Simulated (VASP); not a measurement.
# Quasiparticle energies of SiC (Moissanite) in VASP, part 2 of 3

How does the gap of SiC (Moissanite) change from the starting functional to GW? The cell is of the wurtzite type, one of the forms listed for this formula. The start is a cell from a database of measured crystal structures.

VASP 6.6.1, plane waves and PAW; the level of theory is named at each step.

So far, gap on the k-mesh (eV): step 2 (ground state) 2.19.

### 4. G0W0, bands in the sums 36

This step: G0W0 on LDA; plane waves and PAW (Si_GW, C_GW) (VASP 6.6.1).

G0W0 keeps orbitals and screening fixed and shifts each of the lowest NBANDSGW levels once.

Input file INCAR:

```
SYSTEM = SiC
PREC = Accurate
ENCUT = 440
ISMEAR = 0
SIGMA = 0.01
LREAL = .FALSE.
GGA = CA
NBANDS = 36
ALGO = EVGW0
NELMGW = 1
ENCUTGW = 180
NOMEGA = 48
PRECFOCK = Fast
NBANDSGW = 16
LWAVE = .FALSE.
LCHARG = .FALSE.
```

Input file POSCAR:

```
SiC
1.0
    3.0760000000      0.0000000000      0.0000000000
   -1.5380000000      2.6638941420      0.0000000000
    0.0000000000      0.0000000000      5.0480000000
Si C
2 2
Direct
    0.6666666667      0.3333333333      0.5000000000
    0.3333333333      0.6666666667      0.0000000000
    0.6666666667      0.3333333333      0.8850000000
    0.3333333333      0.6666666667      0.3850000000
```

Input file KPOINTS:

```
Automatic mesh
0
Gamma
6 6 3
0 0 0
```

PAW data sets: Si_GW and C_GW (LDA family, release 64).

Run with:

```console
mpirun -np 4 vasp_std
```

The log of the run:

```text
[banner, memory and clock lines left out]
running    4 mpi-ranks, on    1 nodes
 distrk:  each k-point on    4 cores,    1 groups
 distr:  one band on    1 cores,    4 groups

 POSCAR found type information on POSCAR SiC
 POSCAR found :  2 types and       4 ions
|                                                                             |
|           W    W    AA    RRRRR   N    N  II  N    N   GGGG   !!!           |
|           W    W   A  A   R    R  NN   N  II  NN   N  G    G  !!!           |
|           W    W  A    A  R    R  N N  N  II  N N  N  G       !!!           |
|           W WW W  AAAAAA  RRRRR   N  N N  II  N  N N  G  GGG   !            |
|           WW  WW  A    A  R   R   N   NN  II  N   NN  G    G                |
|           W    W  A    A  R    R  N    N  II  N    N   GGGG   !!!           |
|                                                                             |
|     The default for ENCUTGWSOFT is different in this version of VASP.       |
|     please manually set ENCUTGWSOFT =180 in the INCAR file.                 |
|                                                                             |

 LDA part: xc-table for (Slater(with rela. corr.)+CA(PZ))
 , standard interpolation
 found WAVECAR, reading the header
 POSCAR, INCAR and KPOINTS ok, starting setup
 FFT: planning ... GRIDC
 FFT: planning ... GRID_SOFT
 FFT: planning ... GRID
 reading WAVECAR
 the WAVECAR file was read successfully
 initial charge from wavefunction
 available memory per node:    193.55 GB, setting MAXMEM to    198193

 The Fermi energy was updated, please check that it is located mid-gap
 values below the HOMO (VB) or above the LUMO (CB) will cause erroneous energies
 E-fermi :   9.1397

 calculate exact exchange contribution
 the WAVEDER file was read successfully
energies w=
    0.000    0.000    0.809    0.000    1.615    0.000    2.414    0.000
    3.205    0.000    3.984    0.000    4.750    0.000    5.502    0.000
    6.241    0.000    6.966    0.000    7.678    0.000    8.378    0.000
    9.069    0.000    9.751    0.000   10.427    0.000   11.099    0.000
   11.770    0.000   12.442    0.000   13.119    0.000   13.804    0.000
   14.499    0.000   15.209    0.000   15.938    0.000   16.690    0.000
   17.471    0.000   18.287    0.000   19.145    0.000   20.052    0.000
   21.019    0.000   22.056    0.000   23.179    0.000   24.402    0.000
   25.749    0.000   27.244    0.000   28.923    0.000   30.829    0.000
   33.018    0.000   35.570    0.000   38.591    0.000   42.233    0.000
   46.718    0.000   52.382    0.000   59.765    0.000   69.787    0.000
   84.150    0.000  106.399    0.000  145.357    0.000  230.721    0.000
 responsefunction array rank=     248
 LDA part: xc-table for (Slater(with rela. corr.)+CA(PZ))
 , standard interpolation

 min. memory requirement per mpi rank    149.3 MB, per node    597.3 MB

 allocating  12 responsefunctions rank=   248
 shmem allocating  48 responsefunctions rank=   248
 response function shared by NCSHMEM nodes    1
 Doing           12  frequencies on each core in blocks of           48
NQ=   1    0.0000    0.0000    0.0000,
|.........|.........|.........|.........|.........|.........|.........|.........
 performed         64000 updates of chi_q(r,r)
 total number of BLAS operations         30.98 Gflops
NQ=   2    0.1667   -0.0000    0.0000,
|.........|.........|.........|.........|.........|.........|.........|.........
 performed        184000 updates of chi_q(r,r)
 total number of BLAS operations         83.96 Gflops
NQ=   3    0.3333    0.0000    0.0000,
|.........|.........|.........|.........|.........|.........|.........|.........
 performed        304000 updates of chi_q(r,r)
 total number of BLAS operations        135.16 Gflops
NQ=   4    0.5000   -0.0000    0.0000,
|.........|.........|.........|.........|.........|.........|.........|.........
 performed        393000 updates of chi_q(r,r)
 total number of BLAS operations        170.58 Gflops
NQ=   5    0.1667    0.1667    0.0000,
|.........|.........|.........|.........|.........|.........|.........|.........
 performed        517000 updates of chi_q(r,r)
 total number of BLAS operations        220.08 Gflops
NQ=   6    0.3333    0.1667    0.0000,
|.........|.........|.........|.........|.........|.........|.........|.........
 performed        662000 updates of chi_q(r,r)
 total number of BLAS operations        277.31 Gflops
NQ=   7    0.3333    0.3333    0.0000,
|.........|.........|.........|.........|.........|.........|.........|.........
 performed        740000 updates of chi_q(r,r)
 total number of BLAS operations        306.55 Gflops
NQ=   8    0.0000    0.0000    0.3333,
|.........|.........|.........|.........|.........|.........|.........|.........
 performed        812000 updates of chi_q(r,r)
 total number of BLAS operations        334.91 Gflops
NQ=   9    0.1667   -0.0000    0.3333,
|.........|.........|.........|.........|.........|.........|.........|.........
 performed        953000 updates of chi_q(r,r)
 total number of BLAS operations        394.35 Gflops
NQ=  10    0.3333    0.0000    0.3333,
|.........|.........|.........|.........|.........|.........|.........|.........
 performed       1094000 updates of chi_q(r,r)
 total number of BLAS operations        450.72 Gflops
NQ=  11    0.5000   -0.0000    0.3333,
|.........|.........|.........|.........|.........|.........|.........|.........
 performed       1204000 updates of chi_q(r,r)
 total number of BLAS operations        496.71 Gflops
NQ=  12    0.1667    0.1667    0.3333,
|.........|.........|.........|.........|.........|.........|.........|.........
 performed       1356000 updates of chi_q(r,r)
 total number of BLAS operations        558.30 Gflops
NQ=  13    0.3333    0.1667    0.3333,
|.........|.........|.........|.........|.........|.........|.........|.........
 performed       1528000 updates of chi_q(r,r)
 total number of BLAS operations        629.53 Gflops
NQ=  14    0.3333    0.3333    0.3333,
|.........|.........|.........|.........|.........|.........|.........|.........
 performed       1617000 updates of chi_q(r,r)
 total number of BLAS operations        668.89 Gflops
 resolving degeneracies of screened two electron integrals

 calculate QP shifts <psi_nk| G(iteration)W_0 |psi_nk>: iteration 1
 entering main loop
```

It took 81 s on 4 MPI ranks of AMD EPYC 7R43, shared host; peak memory 0.74 GiB; 4.3 min of CPU time.

From OUTCAR (step 4):

```text
 Found     14 irreducible k-points:

   k-points           NKPTS =     14   k-points in BZ     NKDIM =    108   number of bands    NBANDS=     36

   NELECT =      16.0000    total number of electrons

 E-fermi :   9.1397

 QP shifts <psi_nk| G(iteration)W_0 |psi_nk>: iteration 1
 for sc-GW calculations column KS-energies equals QP-energies in previous step
 and V_xc(KS)=  KS-energies - (<T + V_ion + V_H > + <T+V_H+V_ion>^1  + <V_x>^1)
 k-point   1 :       0.0000    0.0000    0.0000
  band No.  KS-energies  QP-energies   sigma(KS)   V_xc(KS)     V^pw_x(r,r')   Z            occupation Imag(sigma)
    ...
      5       6.4878       6.6264     -14.4097     -14.5866     -17.4954       0.7836       2.0000       0.0995
      6       7.7702       8.0837     -14.6987     -15.0960     -17.5072       0.7892       2.0000       0.0882
      7       7.7702       8.0837     -14.6987     -15.0960     -17.5072       0.7892       2.0000       0.0882
      8       8.0427       8.3817     -14.5040     -14.9325     -17.1353       0.7910       2.0000       0.0834
      9      12.6219      13.9355     -10.8478     -12.4917      -6.9606       0.7991       0.0000      -0.0896
     10      14.0730      15.3404     -11.2546     -12.8735      -6.9709       0.7829       0.0000      -0.1139
     11      14.4321      15.8789      -9.8201     -11.6326      -5.6541       0.7982       0.0000      -0.1067
     12      14.4321      15.8789      -9.8201     -11.6326      -5.6541       0.7982       0.0000      -0.1067
    ...

 k-point   2 :       0.1667   -0.0000    0.0000
  band No.  KS-energies  QP-energies   sigma(KS)   V_xc(KS)     V^pw_x(r,r')   Z            occupation Imag(sigma)
    ...
      5       5.8040       5.8669     -14.1364     -14.2171     -17.3374       0.7802       2.0000       0.1069
      6       6.2288       6.3313     -14.4776     -14.6091     -17.6341       0.7795       2.0000       0.1047
      7       7.4715       7.7415     -14.6495     -14.9923     -17.5293       0.7879       2.0000       0.0907
      8       7.6727       7.9609     -14.3596     -14.7248     -17.0301       0.7889       2.0000       0.0854
      9      12.6556      13.9489      -9.9642     -11.5704      -6.0908       0.8052       0.0000      -0.0891
     10      14.5037      15.9204     -10.6025     -12.4065      -6.2843       0.7853       0.0000      -0.1176
     11      14.9285      16.3367     -10.3499     -12.1385      -5.9593       0.7873       0.0000      -0.1239
     12      15.0397      16.5903     -10.8875     -12.8564      -6.6284       0.7875       0.0000      -0.1183
    ...

 k-point   3 :       0.3333    0.0000    0.0000
  band No.  KS-energies  QP-energies   sigma(KS)   V_xc(KS)     V^pw_x(r,r')   Z            occupation Imag(sigma)
    ...
      5       3.4494       3.3012     -14.1485     -13.9519     -18.1989       0.7535       2.0000       0.1705
      6       4.8614       4.8279     -13.9243     -13.8810     -17.3579       0.7728       2.0000       0.1211
      7       6.2621       6.3865     -13.6480     -13.8069     -16.4535       0.7836       2.0000       0.0964
      8       6.8409       7.0272     -14.4954     -14.7329     -17.5140       0.7843       2.0000       0.0961
      9      11.1318      12.3084      -9.6477     -11.0941      -6.0316       0.8135       0.0000      -0.0767
     10      12.7864      14.0909     -10.0687     -11.6968      -6.2496       0.8013       0.0000      -0.0914
     11      14.9827      16.4670     -10.8606     -12.7413      -6.6128       0.7892       0.0000      -0.1149
     12      15.4648      16.9350      -9.6381     -11.4905      -5.2684       0.7937       0.0000      -0.1263
    ...

[... 8 parts as in an earlier step ...]

[... 5 further parts left out ...]
```

This step gave:

```yaml
quasiparticle_gap_on_the_mesh: 2.894 eV
smallest_direct_quasiparticle_gap_on_the_mesh: 4.955 eV
gap_of_the_starting_orbitals_on_the_mesh: 2.194 eV
```

GW takes the gap from 2.194 to 2.894 eV. The value holds for 36 bands, ENCUTGW = 180 eV and this mesh, and isn't shown to be converged in them.

### 5. Empty bands

This step: LDA; plane waves and PAW (Si_GW, C_GW) (VASP 6.6.1).

The empty bands are made again, for the run that follows.

Input file INCAR:

```
SYSTEM = SiC
PREC = Accurate
ENCUT = 440
ISMEAR = 0
SIGMA = 0.01
LREAL = .FALSE.
GGA = CA
NBANDS = 72
ALGO = Exact
NELM = 1
LWAVE = .TRUE.
LCHARG = .FALSE.
LOPTICS = .TRUE.
NEDOS = 1000
CSHIFT = 0.1
```

POSCAR is that of step 4.

KPOINTS is that of step 4.

Run with:

```console
mpirun -np 4 vasp_std
```

The log of the run:

```text
[banner, memory and clock lines left out]
running    4 mpi-ranks, on    1 nodes
[...]
LDA part: xc-table for (Slater(with rela. corr.)+CA(PZ))
 , standard interpolation
 found WAVECAR, reading the header
  number of bands has changed, file:    14 present:    72
  trying to continue reading WAVECAR, but it might fail
 POSCAR, INCAR and KPOINTS ok, starting setup
[...]
reading WAVECAR
 random initialization beyond band           14
 the WAVECAR file was read successfully
 initial charge from wavefunction
 entering main loop
       N       E                     dE             d eps       ncg     rms          rms(c)
DIA:   1    -0.332152070892E+02   -0.33215E+02    0.00000E+00     0   0.000E+00
   1 F= -.33215207E+02 E0= -.33215207E+02  d E =-.153902E-49
 writing wavefunctions
 optical routines
 imaginary and real dielectric function
 recalculating local potential from charge density
 direction            1
 direction            2
 direction            3
```

Elapsed: 22 s, on 4 MPI ranks; peak memory 0.6 GiB; 67 s of CPU time.

From OUTCAR (step 5):

```text
  Total       -0.8844969     -0.8844969     -1.9848061      0.0000000     -0.0000000      0.0000000
  in kB      -34.2597566    -34.2597566    -76.8786996      0.0000000     -0.0000000      0.0000000
  external PRESSURE =     -48.4660709 kB  Pullay stress =       0.0000000 kB

 POSITION                                       TOTAL-FORCE (eV/Angst)
 -----------------------------------------------------------------------------------
      1.53800      0.88796      2.52400        -0.000000     -0.000000      0.734608
     -0.00000      1.77593      0.00000         0.000000      0.000000      0.734608
      1.53800      0.88796      4.46748        -0.000000     -0.000000     -0.734608
     -0.00000      1.77593      1.94348         0.000000      0.000000     -0.734608
 -----------------------------------------------------------------------------------
    total drift:                                0.000000      0.000000     -0.000192

  FREE ENERGIE OF THE ION-ELECTRON SYSTEM (eV)
  ---------------------------------------------------
  free  energy   TOTEN  =       -33.2152070892 eV

  energy  without entropy=      -33.2152070892  energy(sigma->0) =      -33.21520709

[... 1 part as in an earlier step ...]

[... 2 further parts left out ...]
[key lines of the parts left out:]
E-fermi :   8.1451
```

WAVECAR now holds 72 bands for 16 electrons.

### 6. G0W0, bands in the sums 72

This step: G0W0 on LDA; plane waves and PAW (Si_GW, C_GW) (VASP 6.6.1).

The sums now run over 72 bands at the same response cutoff.

Input file INCAR:

```
SYSTEM = SiC
PREC = Accurate
ENCUT = 440
ISMEAR = 0
SIGMA = 0.01
LREAL = .FALSE.
GGA = CA
NBANDS = 72
ALGO = EVGW0
NELMGW = 1
ENCUTGW = 180
NOMEGA = 48
PRECFOCK = Fast
NBANDSGW = 16
LWAVE = .FALSE.
LCHARG = .FALSE.
```

POSCAR is that of step 5.

KPOINTS is that of step 5.

Run with:

```console
mpirun -np 4 vasp_std
```

The log of the run:

```text
[banner, memory and clock lines left out]
running    4 mpi-ranks, on    1 nodes
[...]
[... a notice as in an earlier step ...]

 LDA part: xc-table for (Slater(with rela. corr.)+CA(PZ))
 , standard interpolation
 found WAVECAR, reading the header
 POSCAR, INCAR and KPOINTS ok, starting setup
[...]
reading WAVECAR
 the WAVECAR file was read successfully
 initial charge from wavefunction
 available memory per node:    190.46 GB, setting MAXMEM to    195030

 The Fermi energy was updated, please check that it is located mid-gap
 values below the HOMO (VB) or above the LUMO (CB) will cause erroneous energies
 E-fermi :   9.1397

 calculate exact exchange contribution
 the WAVEDER file was read successfully
energies w=
    0.000    0.000    0.788    0.000    1.573    0.000    2.351    0.000
    3.120    0.000    3.879    0.000    4.625    0.000    5.358    0.000
    6.077    0.000    6.783    0.000    7.476    0.000    8.158    0.000
[...]
total number of BLAS operations        840.01 Gflops
NQ=  10    0.3333    0.0000    0.3333,
|.........|.........|.........|.........|.........|.........|.........|.........
 performed       2333000 updates of chi_q(r,r)
 total number of BLAS operations        958.25 Gflops
NQ=  11    0.5000   -0.0000    0.3333,
|.........|.........|.........|.........|.........|.........|.........|.........
 performed       2568000 updates of chi_q(r,r)
 total number of BLAS operations       1055.98 Gflops
NQ=  12    0.1667    0.1667    0.3333,
|.........|.........|.........|.........|.........|.........|.........|.........
 performed       2885000 updates of chi_q(r,r)
 total number of BLAS operations       1184.75 Gflops
NQ=  13    0.3333    0.1667    0.3333,
|.........|.........|.........|.........|.........|.........|.........|.........
 performed       3244000 updates of chi_q(r,r)
 total number of BLAS operations       1332.92 Gflops
NQ=  14    0.3333    0.3333    0.3333,
|.........|.........|.........|.........|.........|.........|.........|.........
 performed       3437000 updates of chi_q(r,r)
 total number of BLAS operations       1417.70 Gflops
 resolving degeneracies of screened two electron integrals

 calculate QP shifts <psi_nk| G(iteration)W_0 |psi_nk>: iteration 1
 entering main loop
```

Wall time 2.6 min (4 MPI ranks); peak memory 0.82 GiB.

OUTCAR, selected parts (step 6):

```text
 QP shifts <psi_nk| G(iteration)W_0 |psi_nk>: iteration 1
 for sc-GW calculations column KS-energies equals QP-energies in previous step
 and V_xc(KS)=  KS-energies - (<T + V_ion + V_H > + <T+V_H+V_ion>^1  + <V_x>^1)
 k-point   1 :       0.0000    0.0000    0.0000
  band No.  KS-energies  QP-energies   sigma(KS)   V_xc(KS)     V^pw_x(r,r')   Z            occupation Imag(sigma)
    ...
      5       6.4878       6.2392     -14.9051     -14.5866     -17.4954       0.7807       2.0000       0.0706
      6       7.7702       7.6641     -15.2308     -15.0960     -17.5072       0.7866       2.0000       0.0612
      7       7.7702       7.6641     -15.2308     -15.0960     -17.5072       0.7866       2.0000       0.0612
      8       8.0427       7.9580     -15.0399     -14.9325     -17.1353       0.7879       2.0000       0.0566
      9      12.6219      13.5542     -11.3209     -12.4917      -6.9606       0.7963       0.0000      -0.0898
     10      14.0730      14.9657     -11.7298     -12.8735      -6.9709       0.7805       0.0000      -0.1101
     11      14.4321      15.4649     -10.3327     -11.6326      -5.6541       0.7945       0.0000      -0.1064
     12      14.4321      15.4649     -10.3327     -11.6326      -5.6541       0.7945       0.0000      -0.1064
    ...

[... 1 part as in an earlier step ...]

[... 2 further parts left out ...]
[key lines of the parts left out:]
E-fermi :   9.1397
```

The gap is now 2.968 eV, +74 meV against the GW run before.

### 7. Empty bands

This step: LDA; plane waves and PAW (Si_GW, C_GW) (VASP 6.6.1).

The empty bands are made again, for the run that follows.

Input file INCAR:

```
SYSTEM = SiC
PREC = Accurate
ENCUT = 440
ISMEAR = 0
SIGMA = 0.01
LREAL = .FALSE.
GGA = CA
NBANDS = 140
ALGO = Exact
NELM = 1
LWAVE = .TRUE.
LCHARG = .FALSE.
LOPTICS = .TRUE.
NEDOS = 1000
CSHIFT = 0.1
```

POSCAR is that of step 6.

KPOINTS is that of step 6.

Run with:

```console
mpirun -np 4 vasp_std
```

The log of the run:

```text
[banner, memory and clock lines left out]
running    4 mpi-ranks, on    1 nodes
[...]
LDA part: xc-table for (Slater(with rela. corr.)+CA(PZ))
 , standard interpolation
 found WAVECAR, reading the header
  number of bands has changed, file:    14 present:   140
  trying to continue reading WAVECAR, but it might fail
 POSCAR, INCAR and KPOINTS ok, starting setup
[...]
reading WAVECAR
 random initialization beyond band           14
 the WAVECAR file was read successfully
 initial charge from wavefunction
 entering main loop
       N       E                     dE             d eps       ncg     rms          rms(c)
[... 1 cycle as in an earlier step ...]
   1 F= -.33215207E+02 E0= -.33215207E+02  d E =-.162435-122
 writing wavefunctions
 optical routines
 imaginary and real dielectric function
 recalculating local potential from charge density
 direction            1
 direction            2
 direction            3
```

It took 21 s on 4 MPI ranks; peak memory 0.61 GiB; 64 s of CPU time.

OUTCAR, selected parts (step 7):

```text
  Total       -0.8844969     -0.8844969     -1.9848061      0.0000000      0.0000000     -0.0000000
  in kB      -34.2597565    -34.2597565    -76.8786996      0.0000000      0.0000000     -0.0000000
  external PRESSURE =     -48.4660709 kB  Pullay stress =       0.0000000 kB

 POSITION                                       TOTAL-FORCE (eV/Angst)
 -----------------------------------------------------------------------------------
      1.53800      0.88796      2.52400        -0.000000      0.000000      0.734608
     -0.00000      1.77593      0.00000         0.000000     -0.000000      0.734608
      1.53800      0.88796      4.46748         0.000000     -0.000000     -0.734608
     -0.00000      1.77593      1.94348        -0.000000      0.000000     -0.734608
 -----------------------------------------------------------------------------------
    total drift:                                0.000000      0.000000     -0.000192

[... 3 parts as in an earlier step ...]

[... 2 further parts left out ...]
[key lines of the parts left out:]
E-fermi :   8.2079
```

WAVECAR now holds 140 bands for 16 electrons.

(Continued in part 3 of 3.)

[Lines on the potential files, build, host, timing and source positions are cut from VASP's logs without a mark.]

[Logs are printed without paths, hosts, clocks, repeated set-up lines and the standing remarks that a program may print on its own settings, such as how far it seeks lower states.]

[Hosts, paths, dates, database ids (printed as entryN), source tags and the programs' standing remarks are cut or masked in the printed files.]

[Pressures printed for these runs are not shown converged in the cutoff: they can be off by several GPa and have the wrong sign.]
